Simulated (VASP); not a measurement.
Data:

```xyz
4
Lattice="4.0207 0.0000 0.0000 0.0000 4.0207 0.0000 0.0000 0.0000 3.7518" Properties=species:S:1:pos:R:3 pbc="T T T"
Pb     2.0103     0.0000     2.6273
Pb     0.0000     2.0103     1.1244
O      2.0103     2.0103     0.0000
O      0.0000     0.0000     0.0000
```

Calculation: PBE GGA, VASP's PBE PAW potentials (set 64) (plane waves; VASP 6.6.1). Run with 620 eV cut-off, 6×6×6 Γ-centred mesh, Gaussian smearing of 0.050 eV, potentials Pb_d O.

Energy and stress use the plane-wave basis of the starting cell. Without a dispersion term in the relaxation, distances and binding between the weakly bound layers, chains or molecules are unreliable, and so is what depends on them.

**Question.** The ions, cell shape and volume at an external pressure of 30.0 GPa are relaxed. Predict the relaxed structure.

**Answer.** 
```xyz
4
Lattice="4.0231 0.0000 0.0000 0.0000 4.0231 0.0000 0.0000 0.0000 3.4902" Properties=species:S:1:pos:R:3 pbc="T T T"
Pb     2.0115     0.0000     2.3861
Pb     0.0000     2.0115     1.1041
O      2.0115     2.0115     0.0000
O      0.0000     0.0000     0.0000
```
Space group P4/nmm (129), at a tolerance of 0.03 Å.

**Question.** How do energy and volume change from the first to the last step?

**Answer.** The energy (σ→0) changes by +160.3 meV/atom and the volume by -6.9 %, in 14 ionic steps.

```json
[
 {"step": "1", "E(σ→0) (eV)": "-20.3725", "max force (eV/Å)": "0.003", "pressure (GPa)": "20.05", "volume (Å³)": "60.65"},
 {"step": "2", "E(σ→0) (eV)": "-18.6948", "max force (eV/Å)": "1.512", "pressure (GPa)": "51.57", "volume (Å³)": "52.76"},
 {"step": "3", "E(σ→0) (eV)": "-19.9065", "max force (eV/Å)": "0.497", "pressure (GPa)": "29.73", "volume (Å³)": "57.62"},
 {"step": "4", "E(σ→0) (eV)": "-19.8941", "max force (eV/Å)": "0.508", "pressure (GPa)": "29.96", "volume (Å³)": "57.56"},
 {"step": "5", "E(σ→0) (eV)": "-19.8456", "max force (eV/Å)": "0.211", "pressure (GPa)": "30.00", "volume (Å³)": "57.21"},
 {"step": "6", "E(σ→0) (eV)": "-19.7934", "max force (eV/Å)": "0.041", "pressure (GPa)": "30.11", "volume (Å³)": "56.91"},
 {"step": "7", "E(σ→0) (eV)": "-19.7989", "max force (eV/Å)": "0.037", "pressure (GPa)": "29.85", "volume (Å³)": "56.91"},
 {"step": "8", "E(σ→0) (eV)": "-19.8055", "max force (eV/Å)": "0.024", "pressure (GPa)": "29.19", "volume (Å³)": "56.90"},
 {"step": "9", "E(σ→0) (eV)": "-19.7732", "max force (eV/Å)": "0.004", "pressure (GPa)": "28.31", "volume (Å³)": "56.76"},
 {"step": "10", "E(σ→0) (eV)": "-19.8029", "max force (eV/Å)": "0.010", "pressure (GPa)": "28.90", "volume (Å³)": "56.88"},
 {"step": "11", "E(σ→0) (eV)": "-19.6767", "max force (eV/Å)": "0.088", "pressure (GPa)": "31.24", "volume (Å³)": "56.20"},
 {"step": "12", "E(σ→0) (eV)": "-19.7417", "max force (eV/Å)": "0.039", "pressure (GPa)": "30.05", "volume (Å³)": "56.54"},
 {"step": "13", "E(σ→0) (eV)": "-19.7379", "max force (eV/Å)": "0.023", "pressure (GPa)": "30.02", "volume (Å³)": "56.52"},
 {"step": "14", "E(σ→0) (eV)": "-19.7315", "max force (eV/Å)": "0.003", "pressure (GPa)": "30.02", "volume (Å³)": "56.49"}
]
```

The compound is PbO in the litharge structure. This run relaxes it under an external pressure of 30 GPa. Symmetry was kept, so distortions that lower it aren't found.
